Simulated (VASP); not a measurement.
# Cs2NaSnAs2 (P1) in VASP: single point with PBEsol

Aim: the single point of Cs2NaSnAs2 with PBEsol.

Everything below comes from runs of VASP 6.6.1. Logs are shortened: lines on timing, memory, paths and dates and some standing lists are left out, and cuts for length are marked.

## 1. Starting point

The typed cell holds 12 atoms: a = 7.058 Å, b = 7.237 Å, c = 9.669 Å, α = 67.96°, β = 111.27°, γ = 90.71°.

The cell was built by a generator and needn't be a form met in nature.

## 2. Single point, PBEsol

Contents of INCAR:

```
PREC = Accurate
ENCUT = 520
EDIFF = 1E-7
ISMEAR = -1
SIGMA = 0.0652
LREAL = F
LASPH = T
NELM = 100
ALGO = Fast
ISIF = 2
LWAVE = F
LCHARG = F
GGA = PS
NBANDS = 61
```

Contents of KPOINTS:

```
Automatic mesh
0
Gamma
  3 3 2
  0.5 0.5 0.5
```

Contents of POSCAR:

```
Cs2NaSnAs2
1.0
   -0.0445029200      0.0286349500      7.0578941000
    7.2366808000     -0.0145746400     -0.0444237200
    3.6241368700      8.2450728400     -3.5188880800
Na As Sn Cs
2 4 2 4
Direct
    0.2474300000      0.0068030000      0.0118820000
    0.7654080000      0.9873230000      0.0169790000
    0.6031370000      0.6198840000      0.2088200000
    0.4007830000      0.3982730000      0.7925930000
    0.8996120000      0.8154220000      0.8016360000
    0.0853780000      0.1759010000      0.2069020000
    0.7682700000      0.5011860000      0.0130300000
    0.2583820000      0.5063880000      0.9886250000
    0.8104680000      0.4198930000      0.6447860000
    0.1766500000      0.5666770000      0.3493310000
    0.6807410000      0.0584540000      0.3524120000
    0.3177790000      0.9347760000      0.6373470000
```

Potentials or basis: VASP PAW PBE potentials, release 64 (Na_pv, As, Sn_d, Cs_sv).

Launch:

```
> cat potpaw_PBE.64/Na_pv/POTCAR potpaw_PBE.64/As/POTCAR potpaw_PBE.64/Sn_d/POTCAR potpaw_PBE.64/Cs_sv/POTCAR > POTCAR
> mpirun -np 1 vasp_std > vasp.out
```

OUTCAR:

```text
PREC = Accurate
   ENCUT = 520
   EDIFF = 1E-7
   ISMEAR = -1
   LREAL = F
   LASPH = T
   NELM = 100
   ISIF = 2
   GGA = PS

 ion  position               nearest neighbor table
   1  0.247  0.007  0.012-
   2  0.765  0.987  0.017-
   3  0.603  0.620  0.209-   7 2.92   8 2.94
   4  0.401  0.398  0.793-   8 2.78   7 2.99
   5  0.900  0.815  0.802-   7 2.84   8 2.91
   6  0.085  0.176  0.207-   7 2.80   8 3.11
   7  0.768  0.501  0.013-   6 2.80   5 2.84   3 2.92   4 2.99   8 3.52   8 3.55
   8  0.258  0.506  0.989-   4 2.78   5 2.91   3 2.94   6 3.11   7 3.52   7 3.55
   9  0.810  0.420  0.645-
  10  0.177  0.567  0.349-
  11  0.681  0.058  0.352-
  12  0.318  0.935  0.637-

  LATTYP: Found a triclinic cell.
 ALAT       =     7.2368318267
 B/A-ratio  =     1.4055252177
 C/A-ratio  =     1.3382454292
 COS(alpha) =     0.0057997682
 COS(beta)  =     0.3656476370
 COS(gamma) =     0.7201180798

  Lattice vectors:

 A1 = (   7.2366808000,  -0.0145746400,  -0.0444237200)
 A2 = (   7.2811837200,  -0.0432095900,  -7.1023178200)
 A3 = (   3.5796339500,   8.2737077900,   3.5390060200)

Analysis of symmetry for initial positions (statically):
=====================================================================
 Subroutine PRICEL returns:
 Original cell was already a primitive cell.

 Routine SETGRP: Setting up the symmetry group for a
 triclinic supercell.

 Subroutine GETGRP returns: Found  1 space group operations
 (whereof  1 operations were pure point group operations)
 out of a pool of  2 trial point group operations.

The static configuration has the point symmetry C_1 .

Analysis of symmetry for dynamics (positions and initial velocities):
=====================================================================
 Subroutine PRICEL returns:
 Original cell was already a primitive cell.

 Routine SETGRP: Setting up the symmetry group for a
 triclinic supercell.

 Subroutine GETGRP returns: Found  1 space group operations
 (whereof  1 operations were pure point group operations)
 out of a pool of  2 trial point group operations.

The dynamic configuration has the point symmetry C_1 .

 Subroutine INISYM returns: Found  1 space group operations
 (whereof  1 operations are pure point group operations),
 and found     1 'primitive' translations

----------------------------------------------------------------------------------------

[... 107 lines left out ...]
   NELECT =      98.0000    total number of electrons
   NUPDOWN=      -1.0000    fix difference up-down
   EMIN   =  10.00;   EMAX   =-10.00  energy-range for DOS
   EFERMI =   0.00;   METHOD = LEGACY
   ISMEAR =    -1;   SIGMA  =   0.07  broadening in eV -4-tet -1-fermi 0-gaus
   EFERMI_NEDOS =   21; number of points for ismear=-14 and -15
   IALGO  =     68    algorithm
   IMIX   =      4    mixing-type and parameters
     AMIX     =   0.40;   BMIX     =  1.00
     AMIX_MAG =   1.60;   BMIX_MAG =  1.00
  volume/ion in A,a.u.               =      35.18       237.43
  Fermi-wavevector in a.u.,A,eV,Ry     =   1.006105  1.901263 13.772470  1.012248
  Thomas-Fermi vector in A             =   2.138827
   LORBIT       =      0    0 simple, 1 ext, 2 COOP (PROOUT), +10 PAW based schemes
   GGA     = PS    functional components
   LHFCALC =     F    Hartree Fock is set to
   AEXX    =    0.0000 exact exchange contribution
   IVDW    =     0    specifies the selected vdW correction
   LEPSILON=     F    determine dielectric tensor
   LRPA    =     F    only Hartree local field effects (RPA)
 non-spin polarized calculation
 RMM-DIIS sequential band-by-band and
  energy-cutoff  :      520.00
  volume of cell :      422.20
 maximum number of plane-waves:     11402
 NGX is ok and might be reduce to    54
   NGX = 27   NGY = 27   NGZ = 35

 number of electron      97.9999997 magnetization

 Free energy of the ion-electron system (eV)
  ---------------------------------------------------
  ext. energy  EPLUGINS =         0.00000000
  ---------------------------------------------------
  free energy    TOTEN  =       -39.99669225 eV

  energy without entropy =      -39.91569493  energy(sigma->0) =      -39.95619359

 E-fermi :   3.1422     XC(G=0):  -8.4305

 val. band max:        3.1415932752   @ k =   0.5000   0.1667   0.2500
 cond. band min:       3.1522716276   @ k =   0.5000  -0.1667   0.2500
 fundamental gap:      0.0106783523
 Fermi energy:         3.1421540732

 k-point     1 :       0.1667    0.1667    0.2500
  band No.  band energies     occupation
      1     -21.3030      2.00000
      2     -21.2839      2.00000
      3     -21.2610      2.00000
      4     -21.1827      2.00000
      5     -21.1685      2.00000
      6     -21.1402      2.00000
[... 565 lines left out ...]
     60       5.9705      0.00000
     61       6.2653      0.00000

------------------------ aborting loop because EDIFF is reached ----------------------------------------

  FORCE on cell =-STRESS in cart. coord.  units (eV):
  Direction    XX          YY          ZZ          XY          YZ          ZX
  --------------------------------------------------------------------------------------
  -------------------------------------------------------------------------------------
  Total       -3.5954940     -3.1070270     -2.4418027      0.0588181     -0.0619757      0.5341562
  in kB      -13.6442282    -11.7905875     -9.2661855      0.2232037     -0.2351861      2.0270231
  external PRESSURE =     -11.5670004 kB  Pullay stress =       0.0000000 kB

 VOLUME and BASIS-vectors are now :
 -----------------------------------------------------------------------------
  energy-cutoff  :      520.00
  volume of cell :      422.20
      direct lattice vectors                 reciprocal lattice vectors
    -0.044502920  0.028634950  7.057894100     0.000989013  0.059933584  0.141448399
     7.236680800 -0.014574640 -0.044423720     0.138070473 -0.060213311  0.001114886
     3.624136870  8.245072840 -3.518888080     0.000240629  0.120969970 -0.000489276

 POSITION                                       TOTAL-FORCE (eV/Angst)
 -----------------------------------------------------------------------------------
      0.08128      0.10495      1.70422        -0.078357     -0.155904      0.088085
      7.17241      0.14752      5.29856         0.014607     -0.180127     -0.120050
      5.21585      1.72997      3.49453        -0.148725     -0.663275      0.142957
      5.73680      6.54066      0.02195        -0.077965      0.666876      0.162812
      8.76615      6.62342      3.49227        -0.003691      0.566935      0.049358
      2.01898      1.70580     -0.13329        -0.005787     -0.586918      0.278037
      3.63996      0.12213      5.35425        -0.115864     -0.405730     -0.374837
      7.23598      8.15130     -1.67772         0.106057      0.356567     -0.264125
      5.33936      5.33340      3.43261        -0.059236      0.127907      0.072964
      5.35902      2.87706     -0.00765         0.167619      0.100945      0.045279
      1.66991      2.92430      3.56190         0.060532      0.009131     -0.139374
      9.06037      5.25045     -0.04143         0.140810      0.163593      0.058893
 -----------------------------------------------------------------------------------
    total drift:                               -0.000043      0.000584      0.000105

  FREE ENERGIE OF THE ION-ELECTRON SYSTEM (eV)
  ---------------------------------------------------
  free  energy   TOTEN  =       -39.9966922547 eV

  energy  without entropy=      -39.9156949295  energy(sigma->0) =      -39.95619359
```

OSZICAR:

```text
N       E                     dE             d eps       ncg     rms          rms(c)
DAV:   1     0.928944601437E+03    0.92894E+03   -0.41660E+04  1098   0.156E+03
DAV:   2     0.120570640046E+03   -0.80837E+03   -0.77481E+03  1162   0.369E+02
DAV:   3    -0.319424443538E+02   -0.15251E+03   -0.14870E+03  1354   0.173E+02
DAV:   4    -0.420296425817E+02   -0.10087E+02   -0.10007E+02  1284   0.448E+01
DAV:   5    -0.423155892231E+02   -0.28595E+00   -0.28524E+00  1300   0.820E+00    0.557E+00
RMM:   6    -0.402554673205E+02    0.20601E+01   -0.34677E+00  1321   0.461E+00    0.285E+00
RMM:   7    -0.400115933807E+02    0.24387E+00   -0.31907E+00  1478   0.308E+00    0.138E+00
RMM:   8    -0.399888151565E+02    0.22778E-01   -0.30255E-01  1594   0.197E+00    0.538E-01
RMM:   9    -0.399956621106E+02   -0.68470E-02   -0.14210E-01  1553   0.102E+00    0.259E-01
RMM:  10    -0.399958396860E+02   -0.17758E-03   -0.12936E-02  1547   0.521E-01    0.113E-01
RMM:  11    -0.399967405899E+02   -0.90090E-03   -0.48776E-03  1556   0.258E-01    0.569E-02
RMM:  12    -0.399966785746E+02    0.62015E-04   -0.12546E-03  1752   0.130E-01    0.331E-02
RMM:  13    -0.399966987014E+02   -0.20127E-04   -0.47253E-04  1633   0.589E-02    0.136E-02
RMM:  14    -0.399966909383E+02    0.77631E-05   -0.66483E-05  1739   0.289E-02    0.416E-03
RMM:  15    -0.399966919031E+02   -0.96474E-06   -0.16192E-05  1646   0.131E-02    0.219E-03
RMM:  16    -0.399966922358E+02   -0.33274E-06   -0.27421E-06  1547   0.552E-03    0.112E-03
RMM:  17    -0.399966922547E+02   -0.18921E-07   -0.42669E-07  1109   0.281E-03
   1 F= -.39996692E+02 E0= -.39956194E+02  d E =-.809973E-01
```

stdout:

```text
POSCAR found type information on POSCAR NaAsSnCs
 POSCAR found :  4 types and      12 ions
 scaLAPACK will be used
 -----------------------------------------------------------------------------
|                                                                             |
|                                                                             |
|     You enforced a specific xc type in the INCAR file but a different       |
|     I HOPE YOU KNOW WHAT YOU ARE DOING!                                     |
|                                                                             |
 -----------------------------------------------------------------------------

 LDA part: xc-table for (Slater+PW92), standard interpolation
 POSCAR, INCAR and KPOINTS ok, starting setup
 FFT: planning ... GRIDC
 FFT: planning ... GRID_SOFT
 FFT: planning ... GRID
 WAVECAR not read
 entering main loop
```

Wall time 5.4 min (1 thread of Intel Xeon Platinum 8488C (Sapphire Rapids), shared host); peak memory 0.59 GiB.

What came out:

| Item | Value |
| --- | --- |
| Free energy | -39.9967 eV |
| Pressure | -1.2 GPa |
| Largest force | 0.695 eV/Å |
| Band gap on the k mesh | none (metal or under the smearing width) |

Forces in eV/Å, atoms in the order of the input:
```
Na  -0.078 -0.156  0.088
Na   0.015 -0.180 -0.120
As  -0.149 -0.663  0.143
As  -0.078  0.667  0.163
As  -0.004  0.567  0.049
As  -0.006 -0.587  0.278
Sn  -0.116 -0.406 -0.375
Sn   0.106  0.357 -0.264
Cs  -0.059  0.128  0.073
Cs   0.168  0.101  0.045
Cs   0.061  0.009 -0.139
Cs   0.141  0.164  0.059
```

Caveat: the k mesh is coarse (spacing up to 0.38 Å⁻¹), so the values aren't converged; the PAW data sets were made with another functional, which shifts forces and pressure a little.
